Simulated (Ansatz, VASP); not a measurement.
# SnTe in two plane-wave programs

Aim: how closely do two programs agree when they are given the same cell, functional and k mesh? The cell is taken from a series of runs on this material, whose earlier steps may have relaxed, scaled, displaced or heated it; both programs get it as it stands.

Calculated with Ansatz 0.2.0; plane waves, with VASP 6.6.1 beside it; zone-centre phonons at PBEsol.

**1. Starting point**

The structure is tetragonal, space group I4/mmm (No. 139). The conventional cell has a = 4.535 Å, b = 4.535 Å, c = 6.284 Å, α = 90.00°, β = 90.00°, γ = 90.00°. Nearest to Sn lie 6 Te at 3.14 to 3.21 Å. Te has 6 Sn at 3.14 to 3.21 Å nearest. Farther neighbours and most contacts between anions are not listed.

**2. Ansatz: zone-centre phonons, PBEsol**

Ansatz runs on its PAW soft_1 files.

Second derivatives magnify differences that forces hide, and they need a tight electronic threshold.

Input file input.yaml:

```yaml
crystal:
  lattice:
    - [0.0, 3.207013671, 3.1417719851]
    - [3.207013671, 0.0, 3.1417719851]
    - [3.207013671, 3.207013671, 0.0]
  atoms:
    - { symbol: Sn, position: [0.0, 0.0, 0.0] }
    - { symbol: Te, position: [0.5, 0.5, 0.5] }
kpoints:
  mp_grid: { grid: [12, 12, 12] }
hamiltonian:
  xc: pbesol
  pseudopotentials: { kind: paw, azcp: { folder: soft_1 }, xc_functional: pbe }
scf:
  occupations: { method: gaussian, width: 0.01 }
output:
  eigenvalues: true
phonons:
  method: dfpt
```

Launch:

```
$ ansatz run input.yaml --threads 4 --pin off --max-ram 10240MiB --backend cpu --events-out ev --progress --plain --runs-dir out
```

Numbers of over 12 decimals in the logs are rounded to 6 here.

Log:

```text
zone centre: on kpoints.mp_grid the ground state, and the responses unless they are solved on pairs of k-points, stand on 280 of the mesh's 1728 k-points, reduced under 8 symmetry operations, with k and −k counted as one. Each operation leaves every solved displacement unchanged or reverses it
Engine: ansatz 0.2.0, x86_64-unknown-linux-gnu
Pseudopotentials: kind: paw
Pseudopotential: Sn, paw, valence charge 14, recommended cutoff 420 eV (normal), soft_1/Sn.paw.azcp
Pseudopotential: Te, paw, valence charge 16, recommended cutoff 420 eV (normal), soft_1/Te.paw.azcp
Functional definition: PBEsol
  exchange = pbesol_x
  correlation = pbesol_c
Crystal: 2 atoms, lattice volume = 64.626 Å³
Basis set: ecut = 420 eV, 1243 PW (Γ), exchange–correlation on 64×64×64 points (8 copies of the dense FFT grid, shifted against one another)
Bands: 19, of which v1, the nominal top of the filled ones, is band 15 counted from 1 (14 counted from 0)
Symmetry: 16 space group operations
k-points: 280 of 1728 (irreducible under 8 space group operations)
Non-local potential: Sn, projectors of the file, l = 0: 2, l = 1: 2, l = 2: 2, l = 3: 1
Non-local potential: Te, projectors of the file, l = 0: 2, l = 1: 2, l = 2: 2, l = 3: 1
PAW form: soft (Blöchl's): semilocal exchange-correlation on the pseudo side does not see the compensation charge
PAW frozen core: Sn, regenerated for the run's functional, and the local potential with it (the file was generated under x = pbe(κ = 0.804, μ = 0.219515), c = pbe(β = 0.066725))
PAW frozen core: Te, regenerated for the run's functional, and the local potential with it (the file was generated under x = pbe(κ = 0.804, μ = 0.219515), c = pbe(β = 0.066725))
PAW one-centre angular grid: Sn, 590 points (default); XC on 64 Gauss nodes
PAW one-centre angular grid: Te, 590 points (default); XC on 64 Gauss nodes
Initial density: superposition of atomic densities (chi_scale 0.1, normalization cell, long waves kept (reshape's long-wave potential 0.00 eV rms))
Initial wavefunctions: pseudopotential atomic-orbital guess
Functional: x = pbesol(κ = 0.804, μ = 0.123457), c = pbesol(β = 0.046)
SCF iter   1: F=—  HF=-12851.996919 eV  |F-HF|=—  |Δ(HF+E_count)|=         —  Δρ=1.07e-2  dr2=8.29e-2  ethr=3.10e-3  ⟨swp⟩=7.6  Hψ=30911  notcnv=0
preconditioner: auto → none  [insulator: Δε(μ)=0.071 eV  Ē_g=8.524 eV  σ=0.010 eV  W_gap=1.00  n_scr=14 (ndim 8)  ℏωp=14.6 eV  f_vac=0.000  D(μ)=0.00/eV (n_scr^D=0)  ε∞_Penn≈3.9]
SCF iter   2: F=—  HF=-12851.988491 eV  |F-HF|=—  |Δ(HF+E_count)|=   8.43e-3  Δρ=5.38e-3  dr2=2.15e-2  ethr=2.76e-4  ⟨swp⟩=2.0  Hψ=8720  notcnv=0
SCF iter   3: F=—  HF=-12851.987753 eV  |F-HF|=—  |Δ(HF+E_count)|=   7.38e-4  Δρ=3.69e-4  dr2=4.79e-5  ethr=7.15e-5  ⟨swp⟩=3.1  Hψ=8409  notcnv=0
SCF iter   4: F=—  HF=-12851.987777 eV  |F-HF|=—  |Δ(HF+E_count)|=   2.40e-5  Δρ=1.16e-4  dr2=3.42e-6  ethr=1.60e-7  ⟨swp⟩=2.1  Hψ=9917  notcnv=0
SCF iter   5: F=—  HF=-12851.987780 eV  |F-HF|=—  |Δ(HF+E_count)|=   2.06e-6  Δρ=1.43e-5  dr2=7.53e-8  ethr=1.14e-8  ⟨swp⟩=2.0  Hψ=9520  notcnv=0
SCF iter   6: F=—  HF=-12851.987780 eV  |F-HF|=—  |Δ(HF+E_count)|=   7.54e-7  Δρ=3.57e-6  dr2=7.22e-9  ethr=2.51e-10  ⟨swp⟩=2.0  Hψ=9520  notcnv=0
SCF iter   7: F=—  HF=-12851.987780 eV  |F-HF|=—  |Δ(HF+E_count)|=   3.41e-9  Δρ=5.39e-7  dr2=1.64e-10  ethr=2.41e-11  ⟨swp⟩=2.0  Hψ=8120  notcnv=0
SCF iter   8: F=—  HF=-12851.987780 eV  |F-HF|=—  |Δ(HF+E_count)|=  5.82e-11  Δρ=1.50e-7  dr2=1.20e-11  ethr=1.00e-12  ⟨swp⟩=7.8  Hψ=29382  notcnv=0
SCF iter   9: F=-12851.987780 eV  HF=-12851.987780 eV  |F-HF|=7.28e-12  |Δ(HF+E_count)|=  1.09e-11  Δρ=1.67e-8  dr2=1.14e-13  ethr=1.00e-12  ⟨swp⟩=6.0  Hψ=22939  notcnv=0
SCF 1 converged in 9 iterations: F = -12851.987780 eV  dr2 = 1.14e-13
  greatest PAW one-centre occupation: 0.998 electrons in one spin orbital (limit 2), on the Te atom at site 1 (counted from 0), in its partial waves of l = 2
DFPT response loops at Γ: preconditioner auto → Resta (q_TF=auto, 2.401 Å⁻¹)  ε∞=29.4 (no band partly filled); β = 1.00, the filter's whole step (`scf.mixing.beta` (0.50) is not read by the response loops at its default; to damp them type it under 1.00, their step now; it binds the ground state too); Broyden in place of MSR1
SCF converged after 9 iterations
Free energy (F): -12851.987780 eV
Harris-Foulkes:  -12851.987780 eV  (|F-HF|=7.28e-12)
Internal energy: -12851.987780 eV  (E = F + TS)
E sigma→0 (E₀):  -12851.987780 eV
Fermi energy:    9.055657 eV
--- Per-component energies (eV) ---
  E_band       = -368.520427
  E_kinetic    = 338.378854
  E_local      = -2734.651151  (includes V_loc(G=0)·N_el)
  E_nonlocal   = 215.375955
  E_hartree    = 1356.032639
  E_xc         = -245.916641
  E_vxc        = -181.730987  (∫ρ·V_xc dr)
  E_paw        = -8888.261398  (= ΣΔE_a)
  E_vpaw       = -717.958740  (= ΣTr[D̂ρ^β])
  E_aug_tail   = 0.000379  (compensation charges beyond the density's cutoff)
  E_ewald      = -2893.606068
  E_core_change = 0.659651  (= ΣΔE_core)
  E_smearing   = -0.000000  (= −TS)
  E_closure    = 0.000000  (closes the sum)
  Σ components = -12851.987780   (vs F -12851.987780, Δ=0.00e0)
--- Band table (eV; the first three rows and the last of 280) ---
  k-point 0: bands = [... 11 lower, 4.2225, 6.8697, 7.0929, 7.0929, 12.1662, 12.1662, 12.6592, 13.8117]
  k-point 1: bands = [... 11 lower, 3.9185, 6.9345, 7.0970, 7.2579, 11.8525, 11.8573, 12.3149, 13.7819]
  k-point 2: bands = [... 11 lower, 3.2275, 7.0044, 7.1142, 7.6655, 11.1950, 11.2101, 11.6064, 13.8147]
  k-point 279: bands = [... 11 lower, 2.5216, 3.6645, 5.4430, 5.4430, 11.2581, 13.7624, 13.7624, 15.4018]
--- Phonons (Γ-DFPT): 4 representative perturbations + reference, on 280 of 1728 k-points (Σ response iterations 12) ---
  k mesh reduced under 8 symmetry operations, with k and −k counted as one. Each operation leaves every solved displacement unchanged or reverses it
  ASR residual: 5.635e-5 → 0.000e0 eV/Å²; symmetrization residual: 1.568e-5 eV/Å²
  ASR residual per site (eV/Å²): 5.64e-5 4.00e-5
  Γ frequencies (cm⁻¹): -44.07 -44.07 -16.33 0.00 0.00 0.00
  non-analytic LO–TO correction: not included (Born effective charges unavailable; polar crystals: no LO–TO splitting at Γ)
```

**3. VASP: zone-centre phonons, PBEsol**

The same cell, functional, mesh and smearing now go to VASP, with its own data sets.

Lines of VASP's logs that name or quote its potential files are left out, and so is its time.

Input file INCAR:

```
SYSTEM = SnTe
PREC = Accurate
ENCUT = 500
EDIFF = 1E-08
NELM = 120
ISMEAR = 0
SIGMA = 0.01
LREAL = .FALSE.
ALGO = Normal
GGA = PS
NBANDS = 16
LORBIT = 11
LWAVE = .FALSE.
LCHARG = .FALSE.
ISIF = 2
IBRION = 8
LASPH = .TRUE.
GGA_COMPAT = .FALSE.
KPAR = 2
```

Input file POSCAR:

```
SnTe
1.0
    0.0000000000      3.2070136710      3.1417719851
    3.2070136710      0.0000000000      3.1417719851
    3.2070136710      3.2070136710      0.0000000000
Sn Te
1 1
Direct
    0.0000000000      0.0000000000      0.0000000000
    0.5000000000      0.5000000000      0.5000000000
```

Input file KPOINTS:

```
Automatic mesh
0
Gamma
12 12 12
0 0 0
```

Potentials, in the order of the species: Sn_d and Te (PBE family, release 64).

Launch:

```
$ mpirun -np 2 vasp_std
```

Log:

```text
[banner, memory and clock lines left out]
running    2 mpi-ranks, on    1 nodes
 distrk:  each k-point on    1 cores,    2 groups
 distr:  one band on    1 cores,    1 groups

 POSCAR found type information on POSCAR SnTe
 POSCAR found :  2 types and       2 ions
|                                                                             |
|               ----> ADVICE to this user running VASP <----                  |
|                                                                             |
|     You enforced a specific xc type in the INCAR file but a different       |
|     [... a line on the potential file left out ...]
|     I HOPE YOU KNOW WHAT YOU ARE DOING!                                     |
|                                                                             |

 LDA part: xc-table for (Slater+PW92), standard interpolation
 POSCAR, INCAR and KPOINTS ok, starting setup
 FFT: planning ... GRIDC
 FFT: planning ... GRID_SOFT
 FFT: planning ... GRID
 WAVECAR not read
 entering main loop
       N       E                     dE             d eps       ncg     rms          rms(c)
DAV:   1     0.120266935440E+03    0.12027E+03   -0.94740E+03  5288   0.138E+03
DAV:   2     0.165225634830E+01   -0.11861E+03   -0.11589E+03  5656   0.342E+02
DAV:   3    -0.811126053047E+01   -0.97635E+01   -0.97193E+01  6560   0.869E+01
DAV:   4    -0.837428673956E+01   -0.26303E+00   -0.26298E+00  6336   0.156E+01
DAV:   5    -0.838571186779E+01   -0.11425E-01   -0.11425E-01  7792   0.297E+00    0.433E+00
DAV:   6    -0.832222069121E+01    0.63491E-01   -0.14827E-01  7280   0.295E+00    0.271E+00
DAV:   7    -0.831997650250E+01    0.22442E-02   -0.48269E-02  6776   0.131E+00    0.779E-01
DAV:   8    -0.831962783176E+01    0.34867E-03   -0.65155E-03  6680   0.696E-01    0.142E-01
DAV:   9    -0.831967494597E+01   -0.47114E-04   -0.57767E-04  7408   0.212E-01    0.309E-02
DAV:  10    -0.831966425213E+01    0.10694E-04   -0.56809E-05  6808   0.656E-02    0.231E-02
DAV:  11    -0.831966425123E+01    0.90222E-09   -0.26300E-05  7056   0.416E-02    0.231E-02
DAV:  12    -0.831966422260E+01    0.28622E-07   -0.17249E-06  5992   0.832E-03    0.125E-02
DAV:  13    -0.831966407752E+01    0.14508E-06   -0.61540E-08  7464   0.191E-03    0.816E-03
DAV:  14    -0.831966397499E+01    0.10253E-06   -0.24540E-07  7000   0.520E-03    0.136E-04
DAV:  15    -0.831966396229E+01    0.12699E-07   -0.16255E-08  5192   0.676E-04    0.711E-04
DAV:  16    -0.831966398586E+01   -0.23572E-07   -0.11231E-09  3560   0.431E-04    0.162E-04
DAV:  17    -0.831966398813E+01   -0.22692E-08   -0.40333E-10  3312   0.287E-04
   1 F= -.83196640E+01 E0= -.83196640E+01  d E =-.114151E-09
 Linear response reoptimize wavefunctions to high precision
DAV:   1    -0.831966398928E+01   -0.11460E-08   -0.50455E-11  3632   0.639E-05
DAV:   2    -0.831966398928E+01   -0.36380E-11   -0.16328E-11  3224   0.383E-05
 Linear response DOF=           4
 Linear response progress:
  Degree of freedom:   1/  4
       N       E                     dE             d eps       ncg     rms          rms(c)
RMM:   1    -0.215663164910E+00   -0.21566E+00    0.27654E-01 10849   0.103E+01
RMM:   2    -0.220790982981E+00   -0.51278E-02   -0.12103E-02 15814   0.865E-01    0.715E-02
RMM:   3    -0.220660924586E+00    0.13006E-03   -0.96545E-04 17550   0.245E-01    0.379E-02
RMM:   4    -0.220393580102E+00    0.26734E-03   -0.82709E-05 17583   0.726E-02    0.907E-03
RMM:   5    -0.220369642165E+00    0.23938E-04   -0.82542E-06 17990   0.226E-02    0.378E-03
RMM:   6    -0.220372330523E+00   -0.26884E-05   -0.12588E-06 17857   0.771E-03    0.150E-03
RMM:   7    -0.220373660579E+00   -0.13301E-05   -0.30731E-07 18179   0.299E-03    0.619E-04
RMM:   8    -0.220370415320E+00    0.32453E-05    0.17846E-08 17564   0.133E-03    0.125E-04
RMM:   9    -0.220370872020E+00   -0.45670E-06    0.30056E-07 18481   0.582E-04    0.204E-04
RMM:  10    -0.220370749356E+00    0.12266E-06    0.28755E-07 18569   0.282E-04    0.163E-04
RMM:  11    -0.220370818649E+00   -0.69293E-07    0.30005E-07 19326   0.146E-04    0.269E-04
RMM:  12    -0.220370358786E+00    0.45986E-06    0.14556E-07 17545   0.110E-04    0.111E-04
RMM:  13    -0.220370233130E+00    0.12566E-06    0.74092E-08 18562   0.619E-05    0.374E-05
RMM:  14    -0.220370215749E+00    0.17381E-07    0.33013E-08 19117   0.363E-05    0.335E-05
RMM:  15    -0.220370144262E+00    0.71487E-07    0.19058E-08 17280   0.288E-05    0.912E-06
RMM:  16    -0.220370092415E+00    0.51847E-07    0.70588E-09 18105   0.249E-05    0.645E-06
RMM:  17    -0.220370098032E+00   -0.56171E-08    0.32591E-09 15473   0.201E-05    0.359E-06
 first order change of Fermi-energy  -0.51933E-02
 force on displaced ion       1 direction 1 :   0.386   0.000   0.000
 Linear response progress:
  Degree of freedom:   2/  4
       N       E                     dE             d eps       ncg     rms          rms(c)
RMM:   1    -0.215949153946E+00   -0.21595E+00    0.26202E-01  6332   0.101E+01
RMM:   2    -0.220972206561E+00   -0.50231E-02   -0.12291E-02  9157   0.866E-01    0.832E-02
RMM:   3    -0.220785167532E+00    0.18704E-03   -0.96946E-04 10128   0.246E-01    0.448E-02
RMM:   4    -0.220462355346E+00    0.32281E-03   -0.91603E-05 10072   0.753E-02    0.814E-03
RMM:   5    -0.220450226005E+00    0.12129E-04   -0.82450E-06 10400   0.229E-02    0.361E-03
RMM:   6    -0.220455781823E+00   -0.55558E-05   -0.13870E-06 10242   0.801E-03    0.138E-03
RMM:   7    -0.220455579841E+00    0.20198E-06   -0.35775E-07 10544   0.313E-03    0.758E-04
RMM:   8    -0.220452783093E+00    0.27967E-05    0.18391E-07 10230   0.139E-03    0.160E-04
RMM:   9    -0.220452970710E+00   -0.18762E-06    0.35272E-07 10834   0.621E-04    0.259E-04
RMM:  10    -0.220452699025E+00    0.27169E-06    0.55138E-07 10582   0.306E-04    0.179E-04
RMM:  11    -0.220452564884E+00    0.13414E-06    0.35617E-07 11143   0.157E-04    0.110E-04
RMM:  12    -0.220452146599E+00    0.41828E-06    0.17247E-07 10205   0.112E-04    0.147E-05
RMM:  13    -0.220452156149E+00   -0.95494E-08    0.80059E-08 11373   0.565E-05    0.304E-06
 first order change of Fermi-energy  -0.30540E-02
 force on displaced ion       1 direction 3 :   0.000   0.000   0.004
 Linear response progress:
  Degree of freedom:   3/  4
       N       E                     dE             d eps       ncg     rms          rms(c)
RMM:   1    -0.470984765661E-01   -0.47098E-01    0.67552E-02 19137   0.832E-01
RMM:   2    -0.477694318020E-01   -0.67096E-03   -0.19416E-03 16865   0.207E-01    0.544E-02
RMM:   3    -0.479526628765E-01   -0.18323E-03   -0.15665E-04 17101   0.584E-02    0.431E-02
RMM:   4    -0.482126811263E-01   -0.26002E-03   -0.23813E-05 16934   0.287E-02    0.575E-03
RMM:   5    -0.482288259032E-01   -0.16145E-04   -0.98583E-07 17454   0.691E-03    0.299E-03
RMM:   6    -0.482233792531E-01    0.54467E-05   -0.96905E-08 16983   0.197E-03    0.564E-04
RMM:   7    -0.482236300160E-01   -0.25076E-06   -0.45993E-09 17313   0.471E-04    0.143E-04
RMM:   8    -0.482235192591E-01    0.11076E-06    0.11714E-07 17440   0.157E-04    0.246E-05
RMM:   9    -0.482233517022E-01    0.16756E-06    0.38491E-07 18378   0.505E-05    0.151E-05
RMM:  10    -0.482234080463E-01   -0.56344E-07   -0.11944E-07 17935   0.171E-05    0.258E-06
RMM:  11    -0.482234187690E-01   -0.10723E-07    0.35837E-08 17551   0.917E-06    0.176E-06
RMM:  12    -0.482234174868E-01    0.12823E-08   -0.23051E-08 10554   0.691E-06    0.172E-07
 first order change of Fermi-energy   0.53558E-02
 force on displaced ion       2 direction 1 :   0.396   0.000   0.000
 Linear response progress:
  Degree of freedom:   4/  4
       N       E                     dE             d eps       ncg     rms          rms(c)
RMM:   1    -0.470979037821E-01   -0.47098E-01    0.69826E-02 11115   0.859E-01
RMM:   2    -0.477898427790E-01   -0.69194E-03   -0.19703E-03  9794   0.211E-01    0.643E-02
RMM:   3    -0.479804313937E-01   -0.19059E-03   -0.15024E-04  9934   0.588E-02    0.483E-02
RMM:   4    -0.482686891246E-01   -0.28826E-03   -0.26584E-05  9799   0.313E-02    0.556E-03
RMM:   5    -0.482744224225E-01   -0.57333E-05   -0.10344E-06 10083   0.732E-03    0.315E-03
RMM:   6    -0.482701296615E-01    0.42928E-05   -0.94477E-08  9879   0.208E-03    0.612E-04
RMM:   7    -0.482705145851E-01   -0.38492E-06   -0.14838E-08 10036   0.477E-04    0.139E-04
RMM:   8    -0.482705517550E-01   -0.37170E-07    0.48178E-09  9998   0.167E-04    0.239E-05
RMM:   9    -0.482703005084E-01    0.25125E-06    0.39307E-07 10392   0.583E-05    0.209E-05
RMM:  10    -0.482703986978E-01   -0.98189E-07   -0.12560E-07 10296   0.207E-05    0.268E-06
RMM:  11    -0.482703984552E-01    0.24255E-09    0.28963E-08 10344   0.995E-06    0.149E-06
 first order change of Fermi-energy   0.77634E-03
 force on displaced ion       2 direction 3 :   0.000   0.000   0.008
 Linear response finished
```

(Continued in part 2 of 2.)

[Lines on the potential files, build, host, timing and source positions are cut from VASP's logs without a mark.]

[Logs are printed without paths, hosts, clocks, repeated set-up lines and the standing remarks that a program may print on its own settings, such as how far it seeks lower states.]

[Hosts, paths, dates, database ids (printed as entryN), source tags and the programs' standing remarks are cut or masked in the printed files.]
